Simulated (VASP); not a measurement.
All values below come from vdW-DF-cx, VASP's PBE PAW potentials (set 64) (plane waves; VASP).

VASP ran on this input.

INCAR:
```
! general
SYSTEM   = BaHfO3
PREC     = Accurate
ENCUT    = 520   ! plane-wave cut-off (eV)
LREAL    = .FALSE.   ! projection in real space or not
LASPH    = .TRUE.   ! aspherical one-centre terms

! electronic loop
EDIFF    = 1E-7
NELM     = 100   ! most electronic steps
ALGO     = Normal   ! blocked Davidson
LMAXMIX  = 6   ! l cut-off of mixed one-centre charges

! smearing
ISMEAR   = -5

! functional
GGA      = CX
LUSE_VDW = .TRUE.
AGGAC    = 0.0

! ions
ISIF     = 2

! output
LWAVE    = .FALSE.
LCHARG   = .TRUE.
LORBIT   = 11   ! lm-projected
NEDOS    = 601
```

POSCAR:
```
BaHfO3
1.0
  4.1637319729   0.0000000000   0.0000000000
  0.0000000000   4.1637319729   0.0000000000
  0.0000000000   0.0000000000   4.1637319729
Ba Hf O
1 1 3
Cart
  0.0000000000   0.0000000000   0.0000000000
  2.0818659864   2.0818659864   2.0818659864
  2.0818659864   0.0000000000   2.0818659864
  0.0000000000   2.0818659864   2.0818659864
  2.0818659864   2.0818659864   0.0000000000
```

**KPOINTS**
```
Automatic
0
Gamma
  6 6 6
0 0 0
```

POTCAR, in this order: Ba_sv Hf_pv O (PBE.64 set). Program: vasp_std.

The resulting files:

File OSZICAR:
```
       N       E                     dE             d eps       ncg     rms          rms(c)
DAV:   1     0.242783094160E+03    0.24278E+03   -0.21509E+04   920   0.161E+03
DAV:   2    -0.293478015475E+02   -0.27213E+03   -0.26748E+03  1187   0.354E+02
DAV:   3    -0.415240103050E+02   -0.12176E+02   -0.12156E+02  1197   0.748E+01
DAV:   4    -0.417477467185E+02   -0.22374E+00   -0.22368E+00  1301   0.920E+00
DAV:   5    -0.417512660584E+02   -0.35193E-02   -0.35192E-02  1253   0.819E-01    0.610E+01
DAV:   6    -0.352870057210E+02    0.64643E+01   -0.39437E+01  1074   0.368E+01    0.532E+01
DAV:   7    -0.351755358817E+02    0.11147E+00   -0.23310E+00  1205   0.102E+01    0.328E+01
DAV:   8    -0.351615446497E+02    0.13991E-01   -0.29972E-01  1146   0.470E+00    0.530E+00
DAV:   9    -0.351458377888E+02    0.15707E-01   -0.10287E-01  1130   0.202E+00    0.178E+00
DAV:  10    -0.351454927973E+02    0.34499E-03   -0.10883E-02  1166   0.701E-01    0.560E-01
DAV:  11    -0.351453703187E+02    0.12248E-03   -0.77366E-04  1159   0.194E-01    0.140E-01
DAV:  12    -0.351454038849E+02   -0.33566E-04   -0.87287E-05  1231   0.649E-02    0.169E-01
DAV:  13    -0.351454070384E+02   -0.31535E-05   -0.10264E-05  1152   0.227E-02    0.116E-02
DAV:  14    -0.351454072299E+02   -0.19150E-06   -0.75819E-07  1220   0.575E-03    0.505E-03
DAV:  15    -0.351454072090E+02    0.20907E-07   -0.36022E-07  1008   0.408E-03
   1 F= -.35145407E+02 E0= -.35145407E+02  d E =0.000000E+00
```

OUTCAR:
```
------------------------ aborting loop because EDIFF is reached ----------------------------------------
  FORCE on cell =-STRESS in cart. coord.  units (eV):
  Direction    XX          YY          ZZ          XY          YZ          ZX
  --------------------------------------------------------------------------------------
  Total        0.0057378      0.0057378      0.0057378      0.0000000      0.0000000      0.0000000
  in kB        0.1273533      0.1273533      0.1273533      0.0000000      0.0000000      0.0000000
  external PRESSURE =       0.1273533 kB  Pullay stress =       0.0000000 kB
  volume of cell :       72.19
      direct lattice vectors                 reciprocal lattice vectors
     4.163731973  0.000000000  0.000000000     0.240169158  0.000000000  0.000000000
     0.000000000  4.163731973  0.000000000     0.000000000  0.240169158  0.000000000
     0.000000000  0.000000000  4.163731973     0.000000000  0.000000000  0.240169158
 POSITION                                       TOTAL-FORCE (eV/Angst)
 -----------------------------------------------------------------------------------
      0.00000      0.00000      0.00000         0.000000      0.000000      0.000000
      2.08187      2.08187      2.08187         0.000000      0.000000      0.000000
      2.08187      0.00000      2.08187         0.000000      0.000000      0.000000
      0.00000      2.08187      2.08187         0.000000      0.000000      0.000000
      2.08187      2.08187      0.00000         0.000000      0.000000      0.000000
 -----------------------------------------------------------------------------------
    total drift:                                0.000000     -0.000000     -0.000000
  FREE ENERGIE OF THE ION-ELECTRON SYSTEM (eV)
  ---------------------------------------------------
  free  energy   TOTEN  =       -35.1454072090 eV

  energy  without entropy=      -35.1454072090  energy(sigma->0) =      -35.14540721

 total charge

# of ion       s       p       d       tot
------------------------------------------
    1        2.003   5.628   0.282   7.912
    2        0.338   6.729   1.525   8.592
    3        1.552   3.491   0.000   5.043
    4        1.552   3.491   0.000   5.043
    5        1.552   3.491   0.000   5.043
--------------------------------------------------
tot          6.998  22.830   1.807  31.634
```
(Selected blocks of OUTCAR.)

The compound is BaHfO3 in the cubic perovskite structure. It was relaxed first.
